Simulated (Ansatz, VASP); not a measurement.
# MgTiCO: VASP beside Ansatz, part 2 of 2

Wanted: the spread between two codes on one cell, functional and k mesh. The cell is generated by rule, not measured, and may not be a known phase. The cell is taken from a series of runs on this material, whose earlier steps may have relaxed, scaled, displaced or heated it; both programs get it as it stands.

VASP 6.6.1 and Ansatz 0.2.0.

So far: Starting point; VASP: relaxation of cell and atoms, LDA, pair 1.

The structure was built from a prototype and need not be the compound's stable phase.

### 3. Ansatz: relaxation of cell and atoms, LDA, pair 1

Level of this step: Ansatz beside VASP: Kohn-Sham DFT, plane waves, LDA (Ansatz).

Ansatz runs on its default PAW (the set named soft_2) files.

The same cell, functional (in two slightly different forms), mesh and smearing now go to Ansatz, which takes its cutoff from its data sets.

input.yaml reads:

```yaml
crystal:
  lattice:
    - [2.1030599104, 2.1030599104, 0.0]
    - [-2.1030599104, 2.1030599104, 0.0]
    - [0.0, 0.0, 8.622362938]
  atoms:
    - { symbol: C, position: [0.5, 0.5, 0.5026799976] }
    - { symbol: C, position: [0.0, 0.0, 0.7473200024] }
    - { symbol: Mg, position: [0.0, 0.0, 0.0047189007] }
    - { symbol: Mg, position: [0.5, 0.5, 0.2452810993] }
    - { symbol: O, position: [0.5, 0.5, 0.0052956507] }
    - { symbol: O, position: [0.0, 0.0, 0.2447043493] }
    - { symbol: Ti, position: [0.0, 0.0, 0.5012911451] }
    - { symbol: Ti, position: [0.5, 0.5, 0.7487088549] }
kpoints:
  mp_grid: { grid: [12, 12, 4] }
hamiltonian:
  xc: lda
scf:
  occupations: { method: gaussian, width: 0.1 }
output:
  forces: true
  stress: true
  eigenvalues: true
  write_density: true
  write_potential: true
  elf: true
  volumetric_format: npy
relax:
  adjacent_minimum: "off"
  f_tol: 0.005
  max_steps: 80
  cell: { stress_tol: 0.05 }
```

The run is started by

```console
$ ansatz run input.yaml --threads 8 --pin off --max-ram 14336MiB --backend cpu --events-out ev --progress --plain --runs-dir out
```

Numbers of over 12 decimals in the logs are rounded to 6 here.

Log:

```text
Engine: ansatz 0.2.0, aarch64-unknown-linux-gnu
Pseudopotentials: kind: paw
Pseudopotential: C, paw, valence charge 4, recommended cutoff 420 eV (normal), C.paw.azcp
Pseudopotential: Mg, paw, valence charge 10, recommended cutoff 420 eV (normal), Mg.paw.azcp
Pseudopotential: O, paw, valence charge 6, recommended cutoff 420 eV (normal), O.paw.azcp
Pseudopotential: Ti, paw, valence charge 12, recommended cutoff 420 eV (normal), Ti.paw.azcp
Functional definition: SPW92
  exchange = slater_x
  correlation = pw_c
Crystal: 8 atoms, lattice volume = 76.271 Å³
Basis set: ecut = 420 eV, 1449 PW (Γ)
Bands: 40, of which v1, the nominal top of the filled ones, is band 32 counted from 1 (31 counted from 0)
Symmetry: 16 space group operations
Space group: P4/nmm (ITA 129), of the structure as read, at distance tolerance 4.2e-5 Å
k-points: 84 of 576
Non-local potential: C, projectors of the file, l = 0: 2, l = 1: 2, l = 2: 1
Non-local potential: Mg, projectors of the file, l = 0: 3, l = 1: 2, l = 2: 1
Non-local potential: O, projectors of the file, l = 0: 2, l = 1: 2, l = 2: 1
Non-local potential: Ti, projectors of the file, l = 0: 3, l = 1: 2, l = 2: 3, l = 3: 1
PAW form: soft (Blöchl's): semilocal exchange-correlation on the pseudo side does not see the compensation charge
PAW frozen core: C, regenerated for the run's functional, and the local potential with it (the file was generated under x = pbe(κ = 0.804, μ = 0.219515), c = pbe(β = 0.066725))
PAW frozen core: Mg, regenerated for the run's functional, and the local potential with it (the file was generated under x = pbe(κ = 0.804, μ = 0.219515), c = pbe(β = 0.066725))
PAW frozen core: O, regenerated for the run's functional, and the local potential with it (the file was generated under x = pbe(κ = 0.804, μ = 0.219515), c = pbe(β = 0.066725))
PAW frozen core: Ti, regenerated for the run's functional, and the local potential with it (the file was generated under x = pbe(κ = 0.804, μ = 0.219515), c = pbe(β = 0.066725))
PAW one-centre angular grid: C, 110 points (default); XC on 64 Gauss nodes
PAW one-centre angular grid: Mg, 110 points (default); XC on 64 Gauss nodes
PAW one-centre angular grid: O, 110 points (default); XC on 64 Gauss nodes
PAW one-centre angular grid: Ti, 590 points (default); XC on 64 Gauss nodes
Initial density: superposition of atomic densities (neutral atoms: chi_scale 0, normalization atom), corrected by the library's trained network
Initial wavefunctions: pseudopotential atomic-orbital guess
Functional: x = slater, c = lda
SCF iter   1: F=—  HF=-10309.370106 eV  |F-HF|=—  |Δ(HF+E_count)|=         —  Δρ=1.44e-2  dr2=1.41e-1  ethr=1.77e-3  ⟨swp⟩=6.0  Hψ=13083  notcnv=0  defer=1
preconditioner: auto → Kerker (q_TF=auto, 2.650 Å⁻¹)  [metal: Δε(μ)=0.047 eV  Ē_g=9.330 eV  σ=0.100 eV  W_gap=0.25  n_scr=26 (ndim 8)  ℏωp=24.1 eV  f_vac=0.000  D(μ)=0.64/eV (n_scr^D=2)]
SCF iter   2: F=—  HF=-10309.333072 eV  |F-HF|=—  |Δ(HF+E_count)|=   3.70e-2  Δρ=5.44e-3  dr2=2.42e-2  ethr=2.20e-4  ⟨swp⟩=2.1  Hψ=5055  notcnv=0  defer=2
SCF iter   3: F=—  HF=-10309.327730 eV  |F-HF|=—  |Δ(HF+E_count)|=   5.34e-3  Δρ=1.71e-3  dr2=2.99e-3  ethr=3.78e-5  ⟨swp⟩=2.5  Hψ=5437  notcnv=0  defer=4
SCF iter   4: F=—  HF=-10309.327133 eV  |F-HF|=—  |Δ(HF+E_count)|=   5.97e-4  Δρ=2.92e-4  dr2=2.71e-4  ethr=4.68e-6  ⟨swp⟩=2.0  Hψ=4228  notcnv=0  defer=4
SCF iter   5: F=—  HF=-10309.327086 eV  |F-HF|=—  |Δ(HF+E_count)|=   4.68e-5  Δρ=1.44e-4  dr2=9.92e-5  ethr=4.24e-7  ⟨swp⟩=2.4  Hψ=5418  notcnv=0  defer=4
SCF iter   6: F=—  HF=-10309.327067 eV  |F-HF|=—  |Δ(HF+E_count)|=   1.91e-5  Δρ=6.04e-5  dr2=2.48e-5  ethr=1.55e-7  ⟨swp⟩=2.0  Hψ=3684  notcnv=0  defer=5
SCF iter   7: F=—  HF=-10309.327062 eV  |F-HF|=—  |Δ(HF+E_count)|=   5.24e-6  Δρ=3.04e-5  dr2=4.74e-6  ethr=3.88e-8  ⟨swp⟩=2.0  Hψ=3811  notcnv=0  defer=5
SCF iter   8: F=—  HF=-10309.327061 eV  |F-HF|=—  |Δ(HF+E_count)|=   1.24e-6  Δρ=1.03e-5  dr2=2.59e-7  ethr=7.40e-9  ⟨swp⟩=2.0  Hψ=4243  notcnv=0  defer=5
SCF iter   9: F=-10309.327061 eV  HF=-10309.327061 eV  |F-HF|=6.41e-9  |Δ(HF+E_count)|=   6.36e-8  Δρ=3.09e-6  dr2=9.27e-9  ethr=1.56e-10  ⟨swp⟩=12.4  Hψ=21446  notcnv=0
SCF 1 converged in 9 iterations: F = -10309.327061 eV  dr2 = 9.27e-9
  greatest PAW one-centre occupation: 1.000 electrons in one spin orbital (limit 2), on the Mg atom at site 3 (counted from 0), in its partial waves of l = 1
relax step   1: F+E_penalty+E_count = -10309.32706076 eV  Δ(F+E_penalty+E_count) = +0.000e0 eV  max|allowed force component| = 1.951e-2 eV/Å  Δτ_max = 0.0000 Å  P = -0.300 GPa  Ω = 76.271 Å³  (9 SCF iters, dr2 threshold 1.00e-7 eV, accepted)
[...]
relax step   2: F+E_penalty+E_count = -10309.32744649 eV  Δ(F+E_penalty+E_count) = -3.857e-4 eV  max|allowed force component| = 1.001e-2 eV/Å  Δτ_max = 0.0008 Å  P = -0.101 GPa  Ω = 76.204 Å³  energy of the carried Pulay correction = +2.544e-4 eV  (6 SCF iters, dr2 threshold 4.06e-7 eV, accepted)
[...]
relax step   3: F+E_penalty+E_count = -10309.32765263 eV  Δ(F+E_penalty+E_count) = -2.061e-4 eV  max|allowed force component| = 3.643e-3 eV/Å  Δτ_max = 0.0006 Å  P = +0.017 GPa  Ω = 76.161 Å³  energy of the carried Pulay correction = +4.171e-4 eV  (6 SCF iters, dr2 threshold 7.64e-8 eV, accepted)
[...]
relax step   4: F+E_penalty+E_count = -10309.32725022 eV  Δ(F+E_penalty+E_count) = +4.024e-4 eV  max|allowed force component| = 3.673e-3 eV/Å  Δτ_max = 0.0000 Å  P = +0.009 GPa  Ω = 76.161 Å³  stress off target by 4.94e-2 GPa  SCF on the basis re-selected at this cell (its energy is not comparable with the rows above)  (6 SCF iters)
basis re-selected at this cell: Δ(F+E_penalty+E_count) = +4.024e-4 eV, ΔP = -0.009 GPa vs the last step (what re-selecting the basis moved, of the pressure what is left beyond the Pulay correction that the steps carried, after the strain that the cell walked since its last selection, with what the two solves' SCF thresholds leave and, on support functions, any second-order correction that the steps lacked; it is no m [...]
SCF converged after 6 iterations
Free energy (F): -10309.327250 eV
Harris-Foulkes:  -10309.327250 eV  (|F-HF|=4.00e-11)
Internal energy: -10309.323935 eV  (E = F + TS)
E sigma→0 (E₀):  -10309.325593 eV
Entropy (-TS):   -0.003315 eV (-0.414 meV/atom)
Fermi energy:    12.895257 eV
--- Per-component energies (eV) ---
  E_band       = -787.738145
  E_kinetic    = 1239.991939
  E_local      = -4725.557683  (includes V_loc(G=0)·N_el)
  E_nonlocal   = 365.514558
  E_hartree    = 1725.856916
  E_xc         = -501.502864
  E_vxc        = -636.620804  (∫ρ·V_xc dr)
  E_paw        = -3014.579441  (= ΣΔE_a)
  E_vpaw       = -482.785423  (= ΣTr[D̂ρ^β])
  E_aug_tail   = 0.005435  (compensation charges beyond the density's cutoff)
  E_ewald      = -5400.325162
  E_core_change = 1.272367  (= ΣΔE_core)
  E_smearing   = -0.003315  (= −TS)
  E_closure    = -0.000000  (closes the sum)
  Σ components = -10309.327250   (vs F -10309.327250, Δ=0.00e0)
--- Forces (eV/Å), atoms counted from 1 ---
  atom   1  C      0.00000000    -0.00000000    -0.00311668
  atom   2  C      0.00000000    -0.00000000     0.00311668
  atom   3  Mg     0.00000000     0.00000000    -0.00367338
  atom   4  Mg     0.00000000     0.00000000     0.00367338
  atom   5  O      0.00000000     0.00000000    -0.00134828
  atom   6  O      0.00000000     0.00000000     0.00134828
  atom   7  Ti     0.00000000     0.00000000     0.00277794
  atom   8  Ti     0.00000000     0.00000000    -0.00277794
  max |Σ_I F_I| component: 4.34e-19 eV/Å
--- Stress (GPa, compression-positive) ---
       -0.011328       0.000000       0.000000
       -0.000000      -0.011328       0.000000
        0.000000       0.000000       0.049411
  P = ⅓ Tr σ = 0.0089 GPa (0.089 kbar)
--- Band table (eV; the first three rows and the last of 84) ---
  k-point 0: bands = [... 28 lower, 12.2834, 12.6262, 12.8600, 12.8600, 13.9712, 13.9712, 14.8081, 14.9487, ... 4 higher]
  k-point 1: bands = [... 28 lower, 11.7931, 12.6242, 12.8608, 12.8608, 13.9505, 13.9505, 14.9487, 15.0009, ... 4 higher]
  k-point 2: bands = [... 28 lower, 11.4402, 12.6222, 12.8616, 12.8616, 13.9308, 13.9308, 14.9487, 15.0292, ... 4 higher]
  k-point 83: bands = [... 28 lower, 11.4477, 11.4477, 11.5212, 11.5212, 12.9686, 12.9686, 15.5170, 15.5170, ... 4 higher]
--- Relaxed structure (3 steps of the walk, 3 accepted, 1 SCFs on fresh bases) ---
  F+E_penalty+E_count = -10309.32725022 eV   max|allowed force component| = 3.673e-3 eV/Å   (the final SCF, on the basis selected at the relaxed cell)
  cell:  # Å, volume = 76.1606 Å³
    - [2.101577, 2.101577, 0.0]
    - [-2.101577, 2.101577, 0.0]
    - [0.0, 0.0, 8.622037]
  atoms:
    - { symbol: C, position: [0.5, 0.5, 0.502552] }
    - { symbol: C, position: [0, 0, 0.747448] }
    - { symbol: Mg, position: [0, 0, 0.00471694] }
    - { symbol: Mg, position: [0.5, 0.5, 0.245283] }
    - { symbol: O, position: [0.5, 0.5, 0.00519029] }
    - { symbol: O, position: [0, 0, 0.244810] }
    - { symbol: Ti, position: [0, 0, 0.501217] }
    - { symbol: Ti, position: [0.5, 0.5, 0.748783] }
```

The column dr2 measures how far the density is from self-consistency, as an energy; F and HF (Harris–Foulkes) agree once it is small.

### 4. Comparison

Known differences besides the potentials themselves: the two LDA forms differ slightly; the data sets hold 64 valence electrons in Ansatz (on its default PAW (the set named soft_2) files) and 48 in VASP; the cutoff is 420 eV in Ansatz and 600 eV in VASP; VASP's log shows a relativistic correction to its local exchange, Ansatz's none; Ansatz adds a Pulay correction to the stress that steers its cell, VASP none. Total energies have different zeros and are not compared.

Both answers:

```
                                         quantity  Ansatz   VASP  difference
                                      volume (Å³)   76.16  75.89     +0.35 %
edge a after relaxation, in the typed setting (Å)   2.972  2.970     +0.08 %
edge c after relaxation, in the typed setting (Å)   8.622  8.606     +0.19 %
```

### 5. Ansatz: relaxation of cell and atoms, LDA, pair 2

The relaxed volume is the usual yardstick between codes: in a stiff, nearly cubic crystal its relative difference is about their pressure difference at one cell divided by the bulk modulus.

The cell is taken from a series of runs on this material, whose earlier steps may have relaxed, scaled, displaced or heated it; both programs get it as it stands.

input.yaml, the sections that differ from step 3:

```yaml
crystal:
  lattice:
    - [2.1015767856, 2.1015767856, 0.0]
    - [-2.1015767856, 2.1015767856, 0.0]
    - [0.0, 0.0, 8.6220372568]
  atoms:
    - { symbol: C, position: [0.5, 0.5, 0.5025519855] }
    - { symbol: C, position: [0.0, 0.0, 0.7474480145] }
    - { symbol: Mg, position: [0.0, 0.0, 0.0047169386] }
    - { symbol: Mg, position: [0.5, 0.5, 0.2452830614] }
    - { symbol: O, position: [0.5, 0.5, 0.0051902906] }
    - { symbol: O, position: [0.0, 0.0, 0.2448097094] }
    - { symbol: Ti, position: [0.0, 0.0, 0.501217164] }
    - { symbol: Ti, position: [0.5, 0.5, 0.748782836] }
scf:
  occupations: { method: methfessel_paxton, width: 0.2 }
relax:
  adjacent_minimum: "off"
  f_tol: 0.001
  max_steps: 60
  cell: { stress_tol: 0.01 }
# kpoints, hamiltonian, output: as in step 3
```

Log:

```text
[...]
Crystal: 8 atoms, lattice volume = 76.161 Å³
Basis set: ecut = 420 eV, 1449 PW (Γ)
Bands: 40, of which v1, the nominal top of the filled ones, is band 32 counted from 1 (31 counted from 0)
Symmetry: 16 space group operations
[...]
k-points: 84 of 576
[...]
- [2.101303, 2.101303, 0.0]
    - [-2.101303, 2.101303, 0.0]
    - [0.0, 0.0, 8.624342]
  atoms:
    - { symbol: C, position: [0.5, 0.5, 0.502485] }
    - { symbol: C, position: [0, 0, 0.747515] }
    - { symbol: Mg, position: [0, 0, 0.00469789] }
    - { symbol: Mg, position: [0.5, 0.5, 0.245302] }
    - { symbol: O, position: [0.5, 0.5, 0.00517386] }
    - { symbol: O, position: [0, 0, 0.244826] }
    - { symbol: Ti, position: [0, 0, 0.501231] }
    - { symbol: Ti, position: [0.5, 0.5, 0.748769] }
[key lines of the parts left out:]
SCF converged after 6 iterations
Free energy (F): -10309.325399 eV
Fermi energy:    12.899238 eV
P = ⅓ Tr σ = -0.0003 GPa (-0.003 kbar)
```

### 6. VASP: relaxation of cell and atoms, LDA, pair 2

The same cell, functional (in two slightly different forms), mesh and smearing now go to VASP, with its own data sets.

INCAR reads:

```
SYSTEM = MgTiCO
PREC = Accurate
ENCUT = 600
EDIFF = 1E-07
NELM = 120
ISMEAR = 1
SIGMA = 0.2
LREAL = .FALSE.
ALGO = Normal
GGA = CA
NBANDS = 32
LASPH = .TRUE.
LORBIT = 11
LWAVE = .FALSE.
LCHARG = .FALSE.
ISIF = 3
IBRION = 2
NSW = 80
EDIFFG = -0.005
GGA_COMPAT = .FALSE.
NELMIN = 4
KPAR = 2
```

POSCAR reads:

```
MgTiCO
1.0
    2.1015770000      2.1015770000      0.0000000000
   -2.1015770000      2.1015770000      0.0000000000
    0.0000000000      0.0000000000      8.6220370000
C Mg O Ti
2 2 2 2
Direct
    0.5000000000      0.5000000000      0.5025520071
    0.0000000000      0.0000000000      0.7474480798
    0.0000000000      0.0000000000      0.0047169828
    0.5000000000      0.5000000000      0.2452831042
    0.5000000000      0.5000000000      0.0051903048
    0.0000000000      0.0000000000      0.2448096662
    0.0000000000      0.0000000000      0.5012171718
    0.5000000000      0.5000000000      0.7487829152
```

KPOINTS reads:

```
Automatic mesh
0
Gamma
12 12 4
0 0 0
```

PAW data sets: C, Mg, O and Ti_sv (LDA family, release 64).

The run is started by

```console
$ mpirun -np 2 vasp_std
```

Log:

```text
[... set-up lines as in an earlier step ...]
 entering main loop
       N       E                     dE             d eps       ncg     rms          rms(c)
DAV:   1     0.601097373969E+03    0.60110E+03   -0.25611E+04  5488   0.185E+03
DAV:   2     0.122445890966E+02   -0.58885E+03   -0.55985E+03  5568   0.525E+02
DAV:   3    -0.757620238227E+02   -0.88007E+02   -0.84724E+02  8432   0.175E+02
DAV:   4    -0.816747946965E+02   -0.59128E+01   -0.58993E+01  7656   0.428E+01
[...]
DAV:  14    -0.668754000603E+02    0.46048E-05   -0.47137E-05  7424   0.505E-02    0.127E-02
DAV:  15    -0.668753982547E+02    0.18056E-05   -0.10763E-05  7120   0.253E-02    0.222E-03
DAV:  16    -0.668753982551E+02   -0.33742E-09   -0.67704E-07  6096   0.762E-03
   1 F= -.66875398E+02 E0= -.66875598E+02  d E =-.668754E+02
[...]
2 F= -.66875889E+02 E0= -.66876058E+02  d E =-.490710E-03
[...]
3 F= -.66876106E+02 E0= -.66876285E+02  d E =-.707344E-03
[...]
4 F= -.66876306E+02 E0= -.66876472E+02  d E =-.199922E-03
[...]
5 F= -.66876335E+02 E0= -.66876495E+02  d E =-.229533E-03
[...]
6 F= -.66876348E+02 E0= -.66876509E+02  d E =-.129397E-04
 trial-energy change:   -0.000013  1 .order   -0.000013   -0.000025   -0.000001
 step:   1.0763(harm=  1.0763)  dis= 0.00082  next Energy=   -66.876348 (dE=-0.131E-04)
 reached required accuracy - stopping structural energy minimisation
```

Parts of OUTCAR (step 6):

```text
  Total       -0.0047741     -0.0047741     -0.0038623      0.0000000     -0.0000000     -0.0000000
  in kB       -0.1007885     -0.1007885     -0.0815380      0.0000000     -0.0000000     -0.0000000
  external PRESSURE =      -0.0943717 kB  Pullay stress =       0.0000000 kB

 POSITION                                       TOTAL-FORCE (eV/Angst)
 -----------------------------------------------------------------------------------
     -0.00000      2.09980      4.32122         0.000000      0.000000     -0.001346
     -2.09980      2.09980      6.43648        -0.000000     -0.000000      0.001346
     -2.09980      2.09980      0.04218        -0.000000     -0.000000      0.001446
     -0.00000      2.09980      2.10936         0.000000      0.000000     -0.001446
     -0.00000      2.09980      0.04810        -0.000000     -0.000000      0.001135
     -0.00000     -0.00000      2.10344         0.000000      0.000000     -0.001135
      2.09980      2.09980      4.31055        -0.000000     -0.000000      0.003384
     -0.00000      2.09980      6.44716         0.000000      0.000000     -0.003384
 -----------------------------------------------------------------------------------
    total drift:                                0.000000     -0.000000      0.000965

  FREE ENERGIE OF THE ION-ELECTRON SYSTEM (eV)
  ---------------------------------------------------
  free  energy   TOTEN  =       -66.8763480712 eV

  energy  without entropy=      -66.8768297280  energy(sigma->0) =      -66.87650862

[... 2 parts as in an earlier step ...]

[... 2 further parts left out ...]
[key lines of the parts left out:]
E-fermi :   7.7837
```

### 7. Differences

What differs besides the data sets and the points named for the pairs above, as far as they apply: the data sets hold 64 valence electrons in Ansatz (on its default PAW (the set named soft_2) files) and 48 in VASP. Total energies have different zeros and are not compared.

Compared:

```
                                         quantity  Ansatz   VASP  difference
                                      volume (Å³)   76.16  75.89     +0.35 %
edge a after relaxation, in the typed setting (Å)   2.972  2.970     +0.07 %
edge c after relaxation, in the typed setting (Å)   8.624  8.606     +0.21 %
```

### 8. Results

```
difference in volume (relaxation of cell and atoms, LDA, pair 1) : 0.35 %
difference in volume (relaxation of cell and atoms, LDA, pair 2) : 0.35 %
```

What this shows: The difference in volume is 0.35 % (relaxation of cell and atoms, LDA, pair 2), within the 1.2 % picked in this series as the mark of a large difference, as far as the stopping tolerances let one tell. The data sets hold unlike numbers of valence electrons (64 in Ansatz and 48 in VASP), so part of the differences comes from the potentials. 1 further run of this series is not shown here. Such differences can come from data sets, numerical settings and the points named under the comparisons, not from the functional's error against experiment.

[Lines on the potential files, build, host, timing and source positions are cut from VASP's logs without a mark.]

[Logs are printed without paths, hosts, clocks, repeated set-up lines and the standing remarks that a program may print on its own settings, such as how far it seeks lower states.]

[Hosts, paths, dates, database ids (printed as entryN), source tags and the programs' standing remarks are cut or masked in the printed files.]
